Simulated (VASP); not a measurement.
A VASP calculation is set up with these files.

POSCAR:
```
Ca
1
    0.0000000000     2.4654851757     2.4654851757
    2.4654851757     0.0000000000     2.4654851757
    2.4654851757     2.4654851757     0.0000000000
Ca
1
Direct
  0.0000000000   0.0000000000   0.0000000000
```

KPOINTS:
```
kpoints
0
G
 9 9 9
0 0 0
```

**INCAR**
```
ALGO = Normal
EDIFF = 1E-6
EDIFFG = -0.02
ENCUT = 500
GGA = PE
IBRION = 2
ISIF = 3
ISMEAR = 0
LASPH = T
LCHARG = F
LREAL = F
LWAVE = F
NELM = 100
NSW = 40
PREC = Accurate
PSTRESS = 200
SIGMA = 0.05
SYSTEM = Ca
```

POTCAR, in this order: Ca_sv (PBE.64 set). Program: vasp_std.

Task: Write an equivalent input for Quantum ESPRESSO's pw.x.

Result: One equivalent input (not run):
```
&CONTROL
  calculation = 'vc-relax'
  pseudo_dir = './pseudo'
  outdir = './out'
  tprnfor = .true.
  tstress = .true.
  nstep = 40
  forc_conv_thr = 0.00078
/
&SYSTEM
  ibrav = 0
  nat = 1
  ntyp = 1
  ecutwfc = 68
  occupations = 'smearing'
  smearing = 'gaussian'
  degauss = 0.003675
  input_dft = 'pbe'
/
&ELECTRONS
  conv_thr = 7.3e-08
  electron_maxstep = 100
/
&IONS
/
&CELL
  press = 200
/
ATOMIC_SPECIES
  Ca 40.078 Ca.upf
CELL_PARAMETERS angstrom
     0.0000000    2.4654852    2.4654852
     2.4654852    0.0000000    2.4654852
     2.4654852    2.4654852    0.0000000
ATOMIC_POSITIONS crystal
  Ca   0.0000000  0.0000000  0.0000000
K_POINTS automatic
  9 9 9 0 0 0
```
The two are equivalent in intent, not identical: the potentials are each code's own (VASP's PAW set, PseudoDojo norm-conserving files in pw.x), so ENCUT and ecutwfc are chosen apart and not converted; conv_thr bounds pw.x's estimated SCF error, while EDIFF bounds the energy change between steps; forc_conv_thr acts on force components and is met together with etot_conv_thr.

The compound is Ca in the fcc structure. This run relaxes it under an external pressure of 20 GPa. Symmetry was kept, so distortions that lower it aren't found.
